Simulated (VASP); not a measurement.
# Lu4C3 (Pm-3m) in VASP: further runs

The runs below take Lu4C3 through single point, with PBE.

Program: VASP 6.6.1. These are calculated values, not measurements. Logs are shortened: lines on timing, memory, paths and dates and some standing lists are left out, and cuts for length are marked.

### 1 The undisturbed crystal

Symmetry: Pm-3m, No. 221, cubic system. Conventional cell: a = 4.888 Å, b = 4.888 Å, c = 4.888 Å, α = 90.00°, β = 90.00°, γ = 90.00°. Lu (site symmetry m-3m) is surrounded by 6 C at 2.44 Å. Around Lu (site symmetry 4/mmm) lie 4 C at 2.44 Å. Around C (site symmetry 4/mmm) lie 6 Lu at 2.44 Å.

The cell was built by a generator and needn't be a form met in nature.

### 2 Single point, PBE (species swapped into the W3N4 type (Pm-3m, No. 221))

Contents of INCAR:

```
PREC = Accurate ; ENCUT = 520
EDIFF = 1E-6 ; ISMEAR = 0
SIGMA = 0.1 ; LREAL = F
LASPH = T ; NELM = 100
ALGO = Normal ; ISIF = 2
LWAVE = F ; LCHARG = F
GGA = PE ; NBANDS = 65
```

Contents of KPOINTS:

```
regular mesh
0
Gamma
  4 4 4
```

Contents of POSCAR:

```
Lu4C3
1.0
    4.7524075900      0.0000000000      0.0000000000
    0.0000000000      4.7524075900      0.0000000000
    0.0000000000      0.0000000000      4.7524075900
Lu C
4 3
Direct
    0.5000000000      0.5000000000      0.5000000000
    0.5000000000      0.0000000000      0.0000000000
    0.0000000000      0.5000000000      0.0000000000
    0.0000000000      0.0000000000      0.5000000000
    0.5000000000      0.5000000000      0.0000000000
    0.0000000000      0.5000000000      0.5000000000
    0.5000000000      0.0000000000      0.5000000000
```

Potentials or basis: VASP PAW PBE potentials, release 64 (Lu, C).

Command:

```
cat potpaw_PBE.64/Lu/POTCAR potpaw_PBE.64/C/POTCAR > POTCAR
mpirun -np 1 vasp_std > vasp.out
```

OUTCAR:

```text
PREC = Accurate
   ENCUT = 520
   EDIFF = 1E-6
   ISMEAR = 0
   LREAL = F
   LASPH = T
   NELM = 100
   ISIF = 2
   GGA = PE

 ion  position               nearest neighbor table
   1  0.500  0.500  0.500-   5 2.38   6 2.38   7 2.38   5 2.38   7 2.38   6 2.38   2 3.36   3 3.36
                             2 3.36   2 3.36   4 3.36   3 3.36   2 3.36   3 3.36   4 3.36   4 3.36
   2  0.500  0.000  0.000-   5 2.38   7 2.38   7 2.38   5 2.38   3 3.36   1 3.36   4 3.36   4 3.36
                             1 3.36   3 3.36   1 3.36   1 3.36   3 3.36   4 3.36   4 3.36   3 3.36
   3  0.000  0.500  0.000-   5 2.38   6 2.38   6 2.38   5 2.38   2 3.36   1 3.36   4 3.36   4 3.36
                             2 3.36   4 3.36   4 3.36   1 3.36   2 3.36   1 3.36   1 3.36   2 3.36
   4  0.000  0.000  0.500-   6 2.38   7 2.38   6 2.38   7 2.38   2 3.36   2 3.36   3 3.36   1 3.36
                             3 3.36   3 3.36   3 3.36   1 3.36   2 3.36   1 3.36   2 3.36   1 3.36
   5  0.500  0.500  0.000-   1 2.38   2 2.38   3 2.38   1 2.38   2 2.38   3 2.38
   6  0.000  0.500  0.500-   1 2.38   3 2.38   4 2.38   3 2.38   4 2.38   1 2.38
   7  0.500  0.000  0.500-   1 2.38   2 2.38   4 2.38   2 2.38   1 2.38   4 2.38

  LATTYP: Found a simple cubic cell.
 ALAT       =     4.7524075900

  Lattice vectors:

 A1 = (   4.7524075900,   0.0000000000,   0.0000000000)
 A2 = (   0.0000000000,   4.7524075900,   0.0000000000)
 A3 = (   0.0000000000,   0.0000000000,   4.7524075900)

Analysis of symmetry for initial positions (statically):
=====================================================================
 Subroutine PRICEL returns:
 Original cell was already a primitive cell.

 Routine SETGRP: Setting up the symmetry group for a
 simple cubic supercell.

 Subroutine GETGRP returns: Found 48 space group operations
 (whereof 48 operations were pure point group operations)
 out of a pool of 48 trial point group operations.

The static configuration has the point symmetry O_h .

Analysis of symmetry for dynamics (positions and initial velocities):
=====================================================================
 Subroutine PRICEL returns:
 Original cell was already a primitive cell.

 Routine SETGRP: Setting up the symmetry group for a
 simple cubic supercell.

 Subroutine GETGRP returns: Found 48 space group operations
 (whereof 48 operations were pure point group operations)
 out of a pool of 48 trial point group operations.

The dynamic configuration has the point symmetry O_h .

 Subroutine INISYM returns: Found 48 space group operations
 (whereof 48 operations are pure point group operations),
 and found     1 'primitive' translations
[... 97 lines left out ...]
   ISYM   =      2    0-nonsym 1-usesym 2-fastsym
   POTIM  = 0.5000    time-step for ionic-motion
   TEBEG  =    0.0;   TEEND  =   0.0 temperature during run
   PSTRESS=    0.0 pullay stress
   NELECT =     112.0000    total number of electrons
   NUPDOWN=      -1.0000    fix difference up-down
   EMIN   =  10.00;   EMAX   =-10.00  energy-range for DOS
   EFERMI =   0.00;   METHOD = LEGACY
   ISMEAR =     0;   SIGMA  =   0.10  broadening in eV -4-tet -1-fermi 0-gaus
   EFERMI_NEDOS =   21; number of points for ismear=-14 and -15
   IALGO  =     38    algorithm
   IMIX   =      4    mixing-type and parameters
     AMIX     =   0.40;   BMIX     =  1.00
     AMIX_MAG =   1.60;   BMIX_MAG =  1.00
  volume/ion in A,a.u.               =      15.33       103.48
  Fermi-wavevector in a.u.,A,eV,Ry     =   1.660481  3.137853 37.513930  2.757196
  Thomas-Fermi vector in A             =   2.747709
   LORBIT       =      0    0 simple, 1 ext, 2 COOP (PROOUT), +10 PAW based schemes
   GGA     = PE    functional components
   LHFCALC =     F    Hartree Fock is set to
   AEXX    =    0.0000 exact exchange contribution
   IVDW    =     0    specifies the selected vdW correction
   LEPSILON=     F    determine dielectric tensor
   LRPA    =     F    only Hartree local field effects (RPA)
 non-spin polarized calculation
 Gauss-broadening in eV      SIGMA  =   0.10
  energy-cutoff  :      520.00
  volume of cell :      107.33
 maximum number of plane-waves:      2945
 NGX is ok and might be reduce to    36
   NGX = 17   NGY = 17   NGZ = 17

 number of electron     111.9999930 magnetization

 Free energy of the ion-electron system (eV)
  ---------------------------------------------------
  ext. energy  EPLUGINS =         0.00000000
  ---------------------------------------------------
  free energy    TOTEN  =       -46.78630640 eV

  energy without entropy =      -46.75541139  energy(sigma->0) =      -46.77085890

 E-fermi :   2.9490     XC(G=0): -12.1729

 val. band max:        2.9473342116   @ k =   0.5000   0.2500   0.2500
 cond. band min:       2.9839507972   @ k =   0.2500   0.2500   0.0000
 fundamental gap:      0.0366165856
 Fermi energy:         2.9490384244

 k-point     1 :       0.0000    0.0000    0.0000
  band No.  band energies     occupation
      1     -51.6279      2.00000
      2     -51.5807      2.00000
      3     -51.5807      2.00000
      4     -50.7447      2.00000
      5     -22.7347      2.00000
      6     -22.7347      2.00000
[... 669 lines left out ...]
     64      10.3386      0.00000
     65      10.3839      0.00000

------------------------ aborting loop because EDIFF is reached ----------------------------------------

  FORCE on cell =-STRESS in cart. coord.  units (eV):
  Direction    XX          YY          ZZ          XY          YZ          ZX
  --------------------------------------------------------------------------------------
  -------------------------------------------------------------------------------------
  Total        8.8497828      8.8497828      8.8497828      0.0000000      0.0000000      0.0000000
  in kB      132.0997981    132.0997981    132.0997981      0.0000000      0.0000000      0.0000000
  external PRESSURE =     132.0997981 kB  Pullay stress =       0.0000000 kB

 VOLUME and BASIS-vectors are now :
 -----------------------------------------------------------------------------
  energy-cutoff  :      520.00
  volume of cell :      107.33
      direct lattice vectors                 reciprocal lattice vectors
     4.752407590  0.000000000  0.000000000     0.210419662  0.000000000  0.000000000
     0.000000000  4.752407590  0.000000000     0.000000000  0.210419662  0.000000000
     0.000000000  0.000000000  4.752407590     0.000000000  0.000000000  0.210419662

 POSITION                                       TOTAL-FORCE (eV/Angst)
 -----------------------------------------------------------------------------------
      2.37620      2.37620      2.37620         0.000000      0.000000      0.000000
      2.37620      0.00000      0.00000         0.000000      0.000000      0.000000
      0.00000      2.37620      0.00000         0.000000      0.000000      0.000000
      0.00000      0.00000      2.37620         0.000000      0.000000      0.000000
      2.37620      2.37620      0.00000         0.000000      0.000000      0.000000
      0.00000      2.37620      2.37620         0.000000      0.000000      0.000000
      2.37620      0.00000      2.37620         0.000000      0.000000      0.000000
 -----------------------------------------------------------------------------------
    total drift:                                0.000000      0.000000     -0.000000

  FREE ENERGIE OF THE ION-ELECTRON SYSTEM (eV)
  ---------------------------------------------------
  free  energy   TOTEN  =       -46.7863063995 eV

  energy  without entropy=      -46.7554113924  energy(sigma->0) =      -46.77085890
```

OSZICAR:

```text
N       E                     dE             d eps       ncg     rms          rms(c)
DAV:   1     0.134425609639E+04    0.13443E+04   -0.33855E+04  1884   0.556E+03
DAV:   2     0.187969421366E+03   -0.11563E+04   -0.10985E+04  1772   0.117E+03
DAV:   3    -0.217976212104E+02   -0.20977E+03   -0.19944E+03  1388   0.278E+02
DAV:   4    -0.541989122163E+02   -0.32401E+02   -0.31550E+02  1792   0.920E+01
DAV:   5    -0.569743898863E+02   -0.27755E+01   -0.27641E+01  1959   0.251E+01    0.200E+01
DAV:   6    -0.461998087812E+02    0.10775E+02   -0.41502E+01  2360   0.136E+02    0.746E+00
DAV:   7    -0.467889011831E+02   -0.58909E+00   -0.14629E+01  1972   0.208E+01    0.402E+00
DAV:   8    -0.467684572757E+02    0.20444E-01   -0.14788E+00  2104   0.233E+01    0.193E+00
DAV:   9    -0.467785631236E+02   -0.10106E-01   -0.30973E-01  2103   0.616E+00    0.594E-01
DAV:  10    -0.467841070024E+02   -0.55439E-02   -0.75083E-02  1887   0.402E+00    0.400E-01
DAV:  11    -0.467862338108E+02   -0.21268E-02   -0.16378E-02  2072   0.138E+00    0.183E-01
DAV:  12    -0.467862928725E+02   -0.59062E-04   -0.47882E-03  1624   0.938E-01    0.927E-02
DAV:  13    -0.467862866622E+02    0.62103E-05   -0.12527E-03  1863   0.366E-01    0.381E-02
DAV:  14    -0.467863008006E+02   -0.14138E-04   -0.34930E-04  1968   0.173E-01    0.105E-02
DAV:  15    -0.467863069287E+02   -0.61281E-05   -0.64945E-05  1703   0.871E-02    0.796E-03
DAV:  16    -0.467863062510E+02    0.67772E-06   -0.17799E-05  1414   0.442E-02    0.220E-03
DAV:  17    -0.467863063995E+02   -0.14855E-06   -0.25185E-06  1050   0.137E-02
   1 F= -.46786306E+02 E0= -.46770859E+02  d E =-.308950E-01
```

stdout:

```text
POSCAR found type information on POSCAR LuC
 POSCAR found :  2 types and       7 ions
 scaLAPACK will be used
 LDA part: xc-table for (Slater+PW92), standard interpolation
 POSCAR, INCAR and KPOINTS ok, starting setup
 FFT: planning ... GRIDC
 FFT: planning ... GRID_SOFT
 FFT: planning ... GRID
 WAVECAR not read
 entering main loop
```

Wall time 3 min (1 thread of Intel Xeon Platinum 8375C at 2.90GHz (Ice Lake), shared host); peak memory 0.23 GiB.

What came out:

```
Free energy            : -46.7863 eV
Pressure               : 13.2 GPa
Band gap on the k mesh : none (metal or under the smearing width)
```

Spin-orbit coupling is left out, which matters for the levels of Lu.

### 3 Single point, PBE (species swapped into the W3N4 type (Pm-3m, No. 221))

Contents of INCAR:

```
PREC = Accurate ; ENCUT = 520
EDIFF = 1E-6 ; ISMEAR = 0
SIGMA = 0.1 ; LREAL = F
LASPH = T ; NELM = 80
ALGO = Fast ; ISIF = 2
LWAVE = F ; LCHARG = F
GGA = PE ; NBANDS = 65
```

Contents of KPOINTS:

```
Automatic mesh
0
Gamma
  8 8 8
```

POSCAR: that of step 2 with these lines changed.

```diff
@@ -2,5 +2,5 @@
 1.0
-    4.7524075900      0.0000000000      0.0000000000
-    0.0000000000      4.7524075900      0.0000000000
-    0.0000000000      0.0000000000      4.7524075900
+    4.8882695112      0.0000000000      0.0000000000
+    0.0000000000      4.8882695112      0.0000000000
+    0.0000000000      0.0000000000      4.8882695112
 Lu C
```

Potentials or basis: VASP PAW PBE potentials, release 64 (Lu, C).

Command:

```
cat potpaw_PBE.64/Lu/POTCAR potpaw_PBE.64/C/POTCAR > POTCAR
mpirun -np 1 vasp_std > vasp.out
```

Run time: 24 min. Hardware: 1 thread of Intel Xeon Platinum 8375C at 2.90GHz (Ice Lake), shared host; peak memory 0.36 GiB.

Results (log left out):

```
Free energy            : -47.2905 eV
Pressure               : 0.6 GPa
Band gap on the k mesh : none (metal or under the smearing width)
```

Levels at points of the mesh, in eV from the Fermi level:
| k point | band 52 | band 53 | band 54 | band 55 | band 56 | band 57 | band 58 | band 59 | band 60 | band 61 |
| --- | --- | --- | --- | --- | --- | --- | --- | --- | --- | --- |
| (0.00, 0.00, 0.00) | 0.15 | 0.15 | 0.15 | 0.85 | 0.85 | 0.85 | 1.52 | 1.52 | 1.52 | 3.23 |
| (0.50, 0.00, 0.00) | -1.30 | -0.66 | -0.66 | -0.63 | 0.77 | 0.77 | 1.24 | 1.52 | 2.62 | 2.91 |
| (0.50, 0.50, 0.00) | -1.12 | -1.01 | -1.01 | -0.94 | -0.88 | 0.14 | 1.24 | 2.14 | 2.14 | 5.20 |
| (0.50, 0.50, 0.50) | -1.47 | -1.47 | -1.47 | -1.23 | -1.23 | 0.84 | 1.75 | 1.75 | 1.75 | 6.87 |

The run has no spin-orbit coupling, so splittings on Lu are missing.
